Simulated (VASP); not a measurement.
The system is Ca3ZnSe4.

```xyz
8
Lattice="6.3818 0.0000 0.0000 0.0000 6.3818 0.0000 0.0000 0.0000 6.3818" Properties=species:S:1:pos:R:3 pbc="T T T"
Se    1.4387    1.4619    1.5256
Se    1.4574    4.9320    4.9155
Se    4.9048    1.4598    4.8671
Se    4.9011    4.9316    1.4731
Zn   -0.0355   -0.0259   -0.0214
Ca    3.1726   -0.0288    3.1942
Ca    3.1787    3.1738    0.0027
Ca   -0.0489    3.2291    3.1616
```

The cell comes from a database or a generator and needn't be the stable form of this composition.

The cell isn't the ideal one: atoms moved at random, drawn with an rms of 0.05 Å.

| Quantity | Value |
| --- | --- |
| Program | VASP 6.6.1 |
| Task | relaxation of the atoms |
| Functional | vdW-DF-cx |
| Potentials or basis | VASP PAW PBE potentials, release 54 (Se, Zn, Ca_sv) |
| Cutoff | 520 eV |
| k mesh | 3 × 3 × 3 |
| Occupations | gaussian, width 0.05 eV |
| Spin | no spin polarisation |

At the start: pressure -1.1 GPa; volume 32.49 Å³/atom.

Task: Where does the relaxation end?

Result: Over 16 steps the energy falls by 3.6 meV/atom; space group P-43m (No. 215, to 0.05 Å).

The path:
```
step  energy change (eV)  largest force (eV/Å)  pressure (GPa)
   1              0.0000                0.2789           -1.12
   2             -0.0141                0.2127           -1.14
   3             -0.0268                0.0681           -1.16
   4             -0.0276                0.0437           -1.16
   5             -0.0280                0.0184           -1.16
   6             -0.0281                0.0180           -1.16
   7             -0.0284                0.0165           -1.16
   8             -0.0286                0.0315           -1.16
   9             -0.0286                0.0269           -1.16
  10             -0.0287                0.0171           -1.16
  11             -0.0288                0.0077           -1.16
  12             -0.0288                0.0072           -1.16
  13             -0.0288                0.0054           -1.16
  14             -0.0288                0.0064           -1.16
  15             -0.0289                0.0053           -1.16
  16             -0.0289                0.0049           -1.16
```

Final structure:
```
Se Zn Ca
1.0
     6.38183    0.00000    0.00000
     0.00000    6.38183    0.00000
     0.00000    0.00000    6.38183
Se Zn Ca
4 1 3
Direct
  0.22573 0.22899 0.22868
  0.22571 0.77054 0.77030
  0.76735 0.22897 0.77028
  0.76733 0.77064 0.22856
  0.99671 0.99980 0.99950
  0.49653 0.99968 0.49947
  0.49654 0.49972 0.99949
  0.99644 0.49976 0.49945
```

Caveat: the PAW data sets were made with another functional, which shifts forces and pressure a little.
